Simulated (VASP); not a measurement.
Method: PBE GGA, VASP's PBE PAW potentials (set 64) (plane waves; VASP).

Input for VASP

### INCAR
```
SYSTEM = MnO
PREC = Accurate
ENCUT = 520
EDIFF = 1E-6
NELM = 100
ALGO = Normal
LREAL = .FALSE.
LASPH = .TRUE.
ISMEAR = 0
SIGMA = 0.05
GGA = PE
LMAXMIX = 4
ISPIN = 2
MAGMOM = 5.0 -5.0 0.0 0.0
LORBIT = 10
LWAVE = .FALSE.
LCHARG = .FALSE.
ISIF = 2
```

KPOINTS:
```
Automatic mesh
0
G
  7 7 7
0 0 0
```

**POSCAR**
```
MnO
1
    4.5288000000     2.2644000000     2.2644000000
    2.2644000000     4.5288000000     2.2644000000
    2.2644000000     2.2644000000     4.5288000000
Mn O
2 2
Direct
  0.0000000000   0.0000000000   0.0000000000
  0.5000000000   0.5000000000   0.5000000000
  0.2500000000   0.2500000000   0.2500000000
  0.7500000000   0.7500000000   0.7500000000
```

POTCAR, in this order: Mn_pv O (PBE.64 set). Program: vasp_std.

Output of the run:

### OSZICAR
```
       N       E                     dE             d eps       ncg     rms          rms(c)
DAV:   1     0.448636067279E+03    0.44864E+03   -0.22413E+04  4112   0.200E+03
DAV:   2     0.143963200491E+02   -0.43424E+03   -0.42653E+03  4153   0.552E+02
DAV:   3    -0.364602468485E+02   -0.50857E+02   -0.49734E+02  5712   0.173E+02
DAV:   4    -0.378780100931E+02   -0.14178E+01   -0.13985E+01  4531   0.296E+01
DAV:   5    -0.379036669802E+02   -0.25657E-01   -0.25604E-01  4908   0.443E+00    0.187E+01
DAV:   6    -0.331414781501E+02    0.47622E+01   -0.48798E+01  5443   0.554E+01    0.160E+01
DAV:   7    -0.330690010780E+02    0.72477E-01   -0.44959E+00  4809   0.243E+01    0.992E+00
DAV:   8    -0.330662179126E+02    0.27832E-02   -0.11405E+00  5002   0.747E+00    0.557E+00
DAV:   9    -0.330403842312E+02    0.25834E-01   -0.91985E-02  5326   0.412E+00    0.110E+00
DAV:  10    -0.330447156642E+02   -0.43314E-02   -0.38574E-02  4896   0.126E+00    0.436E-01
DAV:  11    -0.330446492127E+02    0.66451E-04   -0.40542E-03  5058   0.462E-01    0.103E-01
DAV:  12    -0.330448125616E+02   -0.16335E-03   -0.12277E-04  4300   0.101E-01    0.409E-02
DAV:  13    -0.330448401463E+02   -0.27585E-04   -0.36549E-05  4776   0.564E-02    0.170E-02
DAV:  14    -0.330448433019E+02   -0.31556E-05   -0.47247E-06  3680   0.237E-02    0.753E-03
DAV:  15    -0.330448433597E+02   -0.57802E-07   -0.15013E-06  2510   0.908E-03
   1 F= -.33044843E+02 E0= -.33044843E+02  d E =-.339236E-22  mag=     0.0000
```

### OUTCAR
```
------------------------ aborting loop because EDIFF is reached ----------------------------------------
  FORCE on cell =-STRESS in cart. coord.  units (eV):
  Direction    XX          YY          ZZ          XY          YZ          ZX
  --------------------------------------------------------------------------------------
  Total       -2.2548189     -2.2548189     -2.2548189     -0.4035984     -0.4035984     -0.4035984
  in kB      -77.7862488    -77.7862488    -77.7862488    -13.9232489    -13.9232489    -13.9232489
  external PRESSURE =     -77.7862488 kB  Pullay stress =       0.0000000 kB
  volume of cell :       46.44
      direct lattice vectors                 reciprocal lattice vectors
     4.528800000  2.264400000  2.264400000     0.331213567 -0.110404522 -0.110404522
     2.264400000  4.528800000  2.264400000    -0.110404522  0.331213567 -0.110404522
     2.264400000  2.264400000  4.528800000    -0.110404522 -0.110404522  0.331213567
 POSITION                                       TOTAL-FORCE (eV/Angst)
 -----------------------------------------------------------------------------------
      0.00000      0.00000      0.00000         0.000000      0.000000      0.000000
      4.52880      4.52880      4.52880         0.000000      0.000000      0.000000
      2.26440      2.26440      2.26440         0.000000     -0.000000     -0.000000
      6.79320      6.79320      6.79320        -0.000000      0.000000     -0.000000
 -----------------------------------------------------------------------------------
    total drift:                                0.000000     -0.000000     -0.000000
  FREE ENERGIE OF THE ION-ELECTRON SYSTEM (eV)
  ---------------------------------------------------
  free  energy   TOTEN  =       -33.0448433597 eV

  energy  without entropy=      -33.0448433597  energy(sigma->0) =      -33.04484336

 total charge

# of ion       s       p       d       tot
------------------------------------------
    1        0.191   6.157   4.954  11.302
    2        0.191   6.157   4.954  11.302
    3        1.561   3.392   0.000   4.953
    4        1.561   3.392   0.000   4.953
--------------------------------------------------
tot          3.503  19.097   9.908  32.509

 magnetization (x)

# of ion       s       p       d       tot
------------------------------------------
    1        0.017   0.016   4.336   4.369
    2       -0.017  -0.016  -4.336  -4.369
    3        0.000   0.000   0.000   0.000
    4        0.000   0.000   0.000   0.000
--------------------------------------------------
tot          0.000   0.000   0.000   0.000
```
(Selected blocks of OUTCAR.)

The compound is MnO in the rock salt, AFM-II order structure. The cell was not relaxed at this level.
